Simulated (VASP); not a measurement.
The system is C.

```
CELL_PARAMETERS angstrom
2.46100 0.00000 0.00000
-1.23050 2.13129 0.00000
0.00000 0.00000 8.04960
ATOMIC_POSITIONS crystal
C 0.00000 0.00000 0.25000
C 0.33333 0.66667 0.25000
C 0.00000 0.00000 0.75000
C 0.66667 0.33333 0.75000
```

The cell was built by a generator and needn't be a form met in nature.

Program: VASP 6.6.1. Alike in all runs: task single point; no spin polarisation; cell as given; k mesh 16 × 16 × 4; cutoff (eV) 520; smearing fermi-dirac 0.05 eV.

Question: Order these runs on this cell by their pressure, lowest first.
A. level PBE; potentials or basis VASP PAW PBE potentials, release 64 (C)
B. level vdW-DF2; potentials or basis VASP PAW PBE potentials, release 64 (C)
C. level PBE+D4; potentials or basis VASP PAW PBE potentials, release 64 (C)
D. level LDA; potentials or basis VASP PAW LDA potentials, release 64 (C)
E. level SCAN; potentials or basis VASP PAW PBE potentials, release 64 (C)

Answer: D (-4.3 GPa), E (-2.5 GPa), C (-0.1 GPa), A (2.0 GPa), B (3.7 GPa).

Caveats: the PAW data sets were made with another functional, which shifts forces and pressure a little (some runs); this functional lacks dispersion, which binds the layers, so the pressure and a relaxed spacing across them are unreliable (some runs).
